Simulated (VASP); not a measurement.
These are LDA (Ceperley-Alder, Perdew-Zunger), VASP's LDA PAW potentials (set 64) (plane waves; VASP 6.6.1) values and carry that method's errors. Each cell was relaxed at this level.

Q: Which of these has an unstable (imaginary) mode at Γ?
A. GeSe, Fm-3m (225)
B. C, C2/m (12)
C. C, Fd-3m (227)
D. AgCl, Fm-3m (225)

A: A, GeSe, Fm-3m (225). Its optical Γ-point modes are 67i (×3) cm⁻¹.
